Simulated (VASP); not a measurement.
Energy against volume of SrO (rock salt). Level of theory: LDA (Ceperley-Alder, Perdew-Zunger), VASP's LDA PAW potentials (set 64) (plane waves; VASP 6.6.1). Numerical set-up: 520 eV cut-off, 9×9×9 Γ-centred mesh, Gaussian smearing of 0.050 eV, potentials Sr_sv O.

```
V (Å³/atom)  E (eV/atom)
-----------  -----------
15.383          -6.67154
15.874          -6.68835
16.365          -6.69380
16.856          -6.68961
```

**Question.** Fit these four points and predict the energy of the run at 17.347 Å³/atom.

**Answer.** A cubic in V^(−2/3), the third-order Birch-Murnaghan form, passes through the four points with V0 = 16.38 Å³/atom and B0 = 104 GPa, and gives -6.6772 eV/atom there. The run gave -6.6773 eV/atom, -0.0 meV/atom from the fit; all five points give B0 = 104 GPa.

The compound is SrO in the rock salt structure. It was relaxed first.
